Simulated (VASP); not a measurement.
# Ge (Fd-3m) in VASP: a series of runs, part 2 of 2

VASP 6.6.1. The steps go on from the part before.

### 3 Optical spectrum, r2SCAN

The input, INCAR:

```
SYSTEM = Ge
ALGO = Normal
CSHIFT = 0.1
EDIFF = 1E-7
ENCUT = 520
ISIF = 2
ISMEAR = 0
LASPH = .True.
LCHARG = .False.
LMIXTAU = .True.
LOPTICS = .True.
LREAL = .False.
LWAVE = .False.
METAGGA = R2SCAN
NBANDS = 46
NEDOS = 2000
NELM = 60
PREC = Accurate
SIGMA = 0.02
```

The input, KPOINTS:

```
k-points
0
Gamma
  14 14 14
  0 0 0
```

The input, POSCAR:

```
Ge                                      
1.0
    0.0000000000      2.8379084721      2.8379084721
    2.8379084721      0.0000000000      2.8379084721
    2.8379084721      2.8379084721     -0.0000000000
  Ge            
     2
Direct
     0.0000000000000000    0.0000000000000000    0.0000000000000000
     0.2500000000000000    0.2500000000000000    0.2500000000000000
```

Potentials or basis: VASP PAW PBE potentials, release 64 (Ge_d).

Launch:

```sh
$ cat potpaw_PBE.64/Ge_d/POTCAR > POTCAR
$ mpirun -np 1 vasp_std > vasp.out
```

OUTCAR:

```text
SYSTEM = Ge
   EDIFF = 1E-7
   ENCUT = 520
   ISIF = 2
   ISMEAR = 0
   LASPH = .True.
   LREAL = .False.
   METAGGA = R2SCAN
   NELM = 60
   PREC = Accurate

 ion  position               nearest neighbor table
   1  0.000  0.000  0.000-   2 2.46   2 2.46   2 2.46   2 2.46
   2  0.250  0.250  0.250-   1 2.46   1 2.46   1 2.46   1 2.46

  LATTYP: Found a face centered cubic cell.
 ALAT       =     5.6758169442

  Lattice vectors:

 A1 = (   0.0000000000,   2.8379084721,   2.8379084721)
 A2 = (   2.8379084721,   0.0000000000,   2.8379084721)
 A3 = (   2.8379084721,   2.8379084721,   0.0000000000)

Analysis of symmetry for initial positions (statically):
=====================================================================
 Subroutine PRICEL returns:
 Original cell was already a primitive cell.

 Routine SETGRP: Setting up the symmetry group for a
 face centered cubic supercell.

 Subroutine GETGRP returns: Found 48 space group operations
 (whereof 24 operations were pure point group operations)
 out of a pool of 48 trial point group operations.

The static configuration has the point symmetry T_d .
 The point group associated with its full space group is O_h .

[... 891 lines left out ...]
      0.00000      0.00000      0.00000        -0.000000     -0.000000     -0.000000
      1.41895      1.41895      1.41895         0.000000      0.000000      0.000000
 -----------------------------------------------------------------------------------
    total drift:                                0.000000      0.000000      0.000000

  FREE ENERGIE OF THE ION-ELECTRON SYSTEM (eV)
  ---------------------------------------------------
  free  energy   TOTEN  =       -27.7450127641 eV

  energy  without entropy=      -27.7450127641  energy(sigma->0) =      -27.74501276

 electrical conductivity sigma (Mega S m-1) (frequency dependency in vasprun.xml)
  --------------------------------------------------------------------------------------
       0.000      -0.000       0.000
      -0.000       0.000      -0.000
       0.000      -0.000       0.000

  frequency dependent IMAGINARY DIELECTRIC FUNCTION (independent particle, no local field effects) density-density
     E(ev)      X         Y         Z        XY        YZ        ZX
  --------------------------------------------------------------------------------------------------------------
     0.00000     0.00000     0.00000     0.00000     0.00000     0.00000     0.00000
     0.82402     1.52183     1.52183     1.52183    -0.00000    -0.00000     0.00000
     1.64803    13.01875    13.01875    13.01875    -0.00000    -0.00000     0.00000
     2.47205    12.08081    12.08081    12.08081    -0.00000    -0.00000     0.00000
     3.29607    18.38698    18.38698    18.38698    -0.00000    -0.00000    -0.00000
     4.12009    29.29149    29.29149    29.29149    -0.00000    -0.00000    -0.00000
[... 92 lines left out ...]
    80.75367     0.00020     0.00020     0.00020    -0.00000    -0.00000     0.00000
    81.57769     0.00019     0.00019     0.00019    -0.00000    -0.00000     0.00000

  frequency dependent      REAL DIELECTRIC FUNCTION (independent particle, no local field effects) density-density
     E(ev)        X           Y           Z          XY          YZ          ZX
  --------------------------------------------------------------------------------------------------------------
     0.00000    31.62333    31.62333    31.62333    -0.00000    -0.00000     0.00000
     0.82402    17.47698    17.47698    17.47698    -0.00000    -0.00000     0.00000
     1.64803    26.44955    26.44955    26.44955    -0.00000    -0.00000     0.00000
     2.47205    15.18349    15.18349    15.18349    -0.00000     0.00000    -0.00000
     3.29607    10.97301    10.97301    10.97301     0.00000     0.00000    -0.00000
     4.12009     1.02696     1.02696     1.02696     0.00000    -0.00000    -0.00000
[... 92 lines left out ...]
    80.75367     0.93880     0.93880     0.93880     0.00000     0.00000    -0.00000
    81.57769     0.94040     0.94040     0.94040     0.00000     0.00000    -0.00000

  frequency dependent IMAGINARY DIELECTRIC FUNCTION (independent particle, no local field effects) current-current
     E(ev)      X         Y         Z        XY        YZ        ZX
  --------------------------------------------------------------------------------------------------------------
     0.00000   144.78339   144.78339   144.78339    -0.00000    -0.00000     0.00000
     0.82402     5.50069     5.50069     5.50069    -0.00000    -0.00000     0.00000
     1.64803    16.08849    16.08849    16.08849    -0.00000    -0.00000     0.00000
     2.47205    13.21459    13.21459    13.21459    -0.00000     0.00000     0.00000
     3.29607    18.98071    18.98071    18.98071     0.00000    -0.00000     0.00000
     4.12009    29.27748    29.27748    29.27748    -0.00000    -0.00000     0.00000
[... 92 lines left out ...]
    80.75367     0.00005     0.00005     0.00005     0.00000    -0.00000    -0.00000
    81.57769     0.00004     0.00004     0.00004     0.00000    -0.00000    -0.00000

  frequency dependent      REAL DIELECTRIC FUNCTION (independent particle, no local field effects) current-current
     E(ev)        X           Y           Z          XY          YZ          ZX
  --------------------------------------------------------------------------------------------------------------
     0.00000    25.39492    25.39492    25.39492    -0.00000    -0.00000     0.00000
     0.82402    17.33392    17.33392    17.33392    -0.00000    -0.00000     0.00000
     1.64803    24.86569    24.86569    24.86569    -0.00000    -0.00000     0.00000
     2.47205    14.23840    14.23840    14.23840     0.00000     0.00000     0.00000
     3.29607     9.87623     9.87623     9.87623    -0.00000    -0.00000     0.00000
     4.12009    -0.39241    -0.39241    -0.39241     0.00000    -0.00000    -0.00000
[... 92 lines left out ...]
    80.75367     0.93884     0.93884     0.93884     0.00000     0.00000    -0.00000
    81.57769     0.94044     0.94044     0.94044     0.00000     0.00000    -0.00000
```

OSZICAR:

```text
N       E                     dE             d eps       ncg     rms          rms(c)
DAV:   1     0.256426834449E+03    0.25643E+03   -0.96888E+03 14402   0.169E+03
DAV:   2     0.920482909811E+01   -0.24722E+03   -0.22344E+03  9720   0.533E+02
DAV:   3    -0.290926722790E+02   -0.38298E+02   -0.37702E+02 10822   0.859E+01
DAV:   4    -0.304277020202E+02   -0.13350E+01   -0.13334E+01 11192   0.176E+01
[... 12 lines left out ...]
DAV:  17    -0.277450140747E+02   -0.38684E-05   -0.51404E-07  9464   0.344E-03    0.823E-04
DAV:  18    -0.277450131469E+02    0.92780E-06   -0.13642E-07 10104   0.213E-03    0.390E-04
DAV:  19    -0.277450132831E+02   -0.13613E-06   -0.57347E-09  8426   0.427E-04    0.286E-04
DAV:  20    -0.277450127683E+02    0.51471E-06   -0.99504E-09  8688   0.615E-04    0.783E-05
DAV:  21    -0.277450127641E+02    0.42592E-08   -0.11139E-09  5828   0.202E-04
   1 F= -.27745013E+02 E0= -.27745013E+02  d E =-.318881E-11
 imaginary and real dielectric function
```

stdout:

```text
POSCAR found type information on POSCAR Ge
 POSCAR found :  1 types and       2 ions
 scaLAPACK will be used
 -----------------------------------------------------------------------------
|                                                                             |
|                                                                             |
|     You enforced a specific xc type in the INCAR file but a different       |
|     I HOPE YOU KNOW WHAT YOU ARE DOING!                                     |
|                                                                             |
 -----------------------------------------------------------------------------

 LDA part: xc-table for (None), standard interpolation
 POSCAR, INCAR and KPOINTS ok, starting setup
 FFT: planning ... GRIDC
 FFT: planning ... GRID_SOFT
 FFT: planning ... GRID
 WAVECAR not read
 entering main loop
 optical routines
 imaginary and real dielectric function
 direction            1
 direction            2
 direction            3
```

It took 8.8 min on 1 thread of Intel Xeon 6975P-C (Granite Rapids), shared host; peak memory 0.39 GiB.

Results:

| Property | Result |
| --- | --- |
| Free energy | -27.7450 eV |
| Pressure | 0.0 GPa |
| Band gap on the k mesh | 0.31 eV, direct |

Levels at points of the mesh, in eV from the valence-band top:
| k point | band 10 | band 11 | band 12 | band 13 | band 14 | band 15 | band 16 | band 17 | band 18 | band 19 |
| --- | --- | --- | --- | --- | --- | --- | --- | --- | --- | --- |
| (0.00, 0.00, 0.00) | -25.21 | -13.23 | 0.00 | 0.00 | 0.00 | 0.31 | 2.71 | 2.71 | 2.71 | 7.04 |
| (0.50, 0.00, 0.00) | -25.19 | -11.06 | -7.82 | -1.47 | -1.47 | 0.41 | 3.99 | 3.99 | 7.65 | 11.14 |
| (0.50, 0.50, 0.00) | -25.17 | -9.18 | -9.18 | -3.19 | -3.19 | 0.98 | 0.98 | 10.02 | 10.02 | 12.25 |

Dielectric function (mean over the directions given):
```csv
energy (eV),real part,imaginary part
0.33,18.00,22.32
0.99,19.92,1.94
1.65,26.45,13.02
2.31,13.15,11.62
2.97,13.51,15.35
3.71,11.21,18.65
4.37,-5.58,20.93
5.03,-7.77,9.88
5.69,-6.20,7.64
6.34,-8.16,6.80
7.09,-3.83,2.86
7.75,-3.21,2.44
8.40,-2.71,1.54
9.06,-2.62,1.72
9.72,-2.26,1.58
10.46,-1.63,1.13
11.12,-1.45,1.08
11.78,-1.13,0.69
12.44,-0.87,0.58
13.10,-0.64,0.51
13.84,-0.53,0.35
14.50,-0.35,0.34
15.16,-0.21,0.30
15.82,-0.15,0.23
16.48,-0.08,0.21
17.22,0.05,0.13
17.88,0.12,0.13
18.54,0.19,0.11
19.20,0.25,0.09
19.94,0.34,0.09
```

Caveat: independent-particle spectra lack excitons; the PAW data sets were made with another functional, which shifts forces and pressure a little.

### 4 How close it comes

Step 2. Against the measured gap of Ge, 0.666 eV (indirect; 293 K; “Electronic and optical properties of SixGe1-x-ySny alloys lattice-matched to Ge”, 2021, arxiv:2109.02782), the calculated 0.31 eV is off by -0.35 eV. 3 values of this kind are on record (0.666 to 0.807 eV); this one was drawn at random among those near their median. Spin-orbit coupling on Ge is left out. The value is that of r2SCAN, without temperature or zero-point motion.

Step 3. A measured gap of Ge is 0.744 eV (indirect; 0 K; “Temperature-dependent photoluminescence in Ge: experiment and theory”, 2020, arxiv:2003.00143); the calculated 0.31 eV misses it by -0.43 eV. 3 values of this kind are on record (0.666 to 0.807 eV); this one was drawn at random among those near their median. Spin-orbit coupling on Ge is left out. The value is that of r2SCAN on a finite k mesh, which can miss the band edges, without temperature or zero-point motion.
